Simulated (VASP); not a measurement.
Output of a VASP run:

**OSZICAR**
```
...
DAV:   4    -0.101963306336E+03    0.51080E-04   -0.21266E-04  1550   0.826E-02    0.223E-02
DAV:   5    -0.101963303812E+03    0.25242E-05   -0.89317E-05  1678   0.396E-02
   9 F= -.10196330E+03 E0= -.10196152E+03  d E =-.387295E-02
       N       E                     dE             d eps       ncg     rms          rms(c)
DAV:   1    -0.101964224302E+03   -0.91797E-03   -0.11425E+00  1392   0.347E+00    0.910E-02
DAV:   2    -0.101965650240E+03   -0.14259E-02   -0.16182E-02  1538   0.576E-01    0.896E-02
DAV:   3    -0.101965499664E+03    0.15058E-03   -0.11531E-03  1666   0.157E-01    0.697E-02
DAV:   4    -0.101965415136E+03    0.84528E-04   -0.16446E-04  1676   0.581E-02    0.474E-02
DAV:   5    -0.101965361197E+03    0.53939E-04   -0.24948E-04  1522   0.537E-02    0.102E-02
DAV:   6    -0.101965361688E+03   -0.49143E-06   -0.13109E-05   812   0.249E-02
  10 F= -.10196536E+03 E0= -.10196363E+03  d E =-.205788E-02
       N       E                     dE             d eps       ncg     rms          rms(c)
DAV:   1    -0.101963137972E+03    0.22232E-02   -0.28077E+00  1392   0.545E+00    0.140E-01
DAV:   2    -0.101966639469E+03   -0.35015E-02   -0.39634E-02  1546   0.898E-01    0.140E-01
DAV:   3    -0.101966284261E+03    0.35521E-03   -0.26750E-03  1652   0.236E-01    0.109E-01
DAV:   4    -0.101966078054E+03    0.20621E-03   -0.37722E-04  1668   0.901E-02    0.745E-02
DAV:   5    -0.101965937689E+03    0.14037E-03   -0.68332E-04  1504   0.888E-02    0.163E-02
DAV:   6    -0.101965936599E+03    0.10900E-05   -0.35696E-05  1272   0.344E-02
  11 F= -.10196594E+03 E0= -.10196430E+03  d E =-.263279E-02
       N       E                     dE             d eps       ncg     rms          rms(c)
DAV:   1    -0.101966597245E+03   -0.65956E-03   -0.49542E-01  1392   0.233E+00    0.869E-02
DAV:   2    -0.101967280213E+03   -0.68297E-03   -0.79100E-03  1530   0.406E-01    0.672E-02
DAV:   3    -0.101967194029E+03    0.86184E-04   -0.76537E-04  1650   0.127E-01    0.490E-02
DAV:   4    -0.101967152173E+03    0.41856E-04   -0.18543E-04  1640   0.732E-02    0.259E-02
DAV:   5    -0.101967145899E+03    0.62740E-05   -0.68677E-05  1524   0.380E-02
  12 F= -.10196715E+03 E0= -.10196554E+03  d E =-.120930E-02
       N       E                     dE             d eps       ncg     rms          rms(c)
DAV:   1    -0.101967076628E+03    0.75545E-04   -0.26023E-01  1392   0.169E+00    0.640E-02
DAV:   2    -0.101967433432E+03   -0.35680E-03   -0.41690E-03  1544   0.296E-01    0.495E-02
DAV:   3    -0.101967386465E+03    0.46967E-04   -0.40814E-04  1628   0.937E-02    0.362E-02
DAV:   4    -0.101967363873E+03    0.22592E-04   -0.10310E-04  1646   0.542E-02    0.184E-02
DAV:   5    -0.101967361412E+03    0.24613E-05   -0.31140E-05  1042   0.278E-02
  13 F= -.10196736E+03 E0= -.10196576E+03  d E =-.142481E-02
       N       E                     dE             d eps       ncg     rms          rms(c)
DAV:   1    -0.101967406318E+03   -0.42445E-04   -0.37594E-01  1392   0.196E+00    0.510E-02
DAV:   2    -0.101967793003E+03   -0.38668E-03   -0.48693E-03  1584   0.300E-01    0.504E-02
DAV:   3    -0.101967762553E+03    0.30449E-04   -0.18554E-04  1734   0.549E-02    0.395E-02
DAV:   4    -0.101967716548E+03    0.46006E-04   -0.13424E-04  1512   0.402E-02    0.748E-03
DAV:   5    -0.101967717095E+03   -0.54699E-06   -0.72988E-06   806   0.152E-02
  14 F= -.10196772E+03 E0= -.10196612E+03  d E =-.355683E-03
```

**OUTCAR**
```
------------------------ aborting loop because EDIFF is reached ----------------------------------------
  FORCE on cell =-STRESS in cart. coord.  units (eV):
  Direction    XX          YY          ZZ          XY          YZ          ZX
  --------------------------------------------------------------------------------------
  Total        0.5383206     -2.5365458      0.0452295      0.0000000      0.0000000      0.0000000
  in kB        1.2782890     -6.0232484      0.1074014      0.0000000      0.0000000      0.0000000
  external PRESSURE =      -1.5458527 kB  Pullay stress =       0.0000000 kB
  volume of cell :      674.72
      direct lattice vectors                 reciprocal lattice vectors
     4.167936619  0.000000000  0.000000000     0.239926873  0.000000000  0.000000000
     0.000000000  5.894352602  0.000000000     0.000000000  0.169653916  0.000000000
     0.000000000  0.000000000 27.464095651     0.000000000  0.000000000  0.036411175
 POSITION                                       TOTAL-FORCE (eV/Angst)
 -----------------------------------------------------------------------------------
      2.08397      1.38812      8.60455        -0.000000     -0.007478     -0.003978
      0.00000      1.46673     10.62833        -0.000000      0.004241     -0.012883
      0.00000      4.42762     10.62833        -0.000000     -0.004241     -0.012883
      2.08397      4.50624      8.60455         0.000000      0.007478     -0.003978
      2.08397      1.47386     12.68021        -0.000000      0.013619      0.007970
      0.00000      1.47332     14.78389         0.000000     -0.013619     -0.007970
      0.00000      4.42103     14.78389        -0.000000      0.013619     -0.007970
      2.08397      4.42050     12.68021         0.000000     -0.013619      0.007970
      2.08397      1.48045     16.83576        -0.000000     -0.004241      0.012883
      4.16794      1.55906     18.85954        -0.000000      0.007478      0.003978
      0.00000      4.33529     18.85954        -0.000000     -0.007478      0.003978
      2.08397      4.41391     16.83576        -0.000000      0.004241      0.012883
      0.00000      0.00000      8.60421        -0.000000      0.000000      0.002155
      2.08397      2.94718     10.56150        -0.000000      0.000000      0.012730
      0.00000      0.00000     12.70107        -0.000000      0.000000      0.004880
      2.08397      2.94718     14.76303        -0.000000      0.000000     -0.004880
      0.00000      0.00000     16.90259        -0.000000      0.000000     -0.012730
      2.08397      2.94718     18.85988        -0.000000      0.000000     -0.002155
 -----------------------------------------------------------------------------------
    total drift:                               -0.000000      0.000000      0.000000
  FREE ENERGIE OF THE ION-ELECTRON SYSTEM (eV)
  ---------------------------------------------------
  free  energy   TOTEN  =      -101.9677170946 eV

  energy  without entropy=     -101.9629397487  energy(sigma->0) =     -101.96612465

 reached required accuracy - stopping structural energy minimisation
```
(Selected blocks of OUTCAR.)

**POSCAR**
```
PtAl2(110) slab
1
    4.1679366193    -0.0000000000    -0.0000000000
   -0.0000000000     5.8943526024     0.0000000000
    0.0000000000     0.0000000000    27.4640956507
Al Pt
12 6
Direct
  0.5000000000   0.2500000000   0.3103010000
  0.0000000000   0.2500000000   0.3861800000
  0.0000000000   0.7500000000   0.3861800000
  0.5000000000   0.7500000000   0.3103010000
  0.5000000000   0.2500000000   0.4620600000
  0.0000000000   0.2500000000   0.5379400000
  0.0000000000   0.7500000000   0.5379400000
  0.5000000000   0.7500000000   0.4620600000
  0.5000000000   0.2500000000   0.6138200000
  0.0000000000   0.2500000000   0.6896990000
  0.0000000000   0.7500000000   0.6896990000
  0.5000000000   0.7500000000   0.6138200000
  0.0000000000   0.0000000000   0.3103010000
  0.5000000000   0.5000000000   0.3861800000
  0.0000000000   0.0000000000   0.4620600000
  0.5000000000   0.5000000000   0.5379400000
  0.0000000000   0.0000000000   0.6138200000
  0.5000000000   0.5000000000   0.6896990000
```

Task: Write an INCAR and KPOINTS that could have produced this output.

Result: This is not unique; one that fits is the input of the run itself, PBEsol GGA, plane waves, VASP's PBE PAW potentials (set 64).

### KPOINTS
```
Automatic mesh
0
Gamma
7 5 1
0 0 0
```

### INCAR
```
SYSTEM = PtAl2(110) slab
PREC = Normal
ENCUT = 400
EDIFF = 1E-5
NELM = 100
ALGO = Normal
LREAL = Auto
LASPH = .TRUE.
ISMEAR = 1
SIGMA = 0.1
GGA = PS
LMAXMIX = 6
LWAVE = .TRUE.
LCHARG = .FALSE.
NELMIN = 4
LDIPOL = .TRUE.
IDIPOL = 3
DIPOL = 0.5 0.5 0.5
IBRION = 2
ISIF = 2
NSW = 50
EDIFFG = -0.03
```

POTCAR, in this order: Al Pt (PBE.64 set). Program: vasp_std.

The cell is a thin slab with vacuum, built from PtAl2 (fluorite): (110) face.
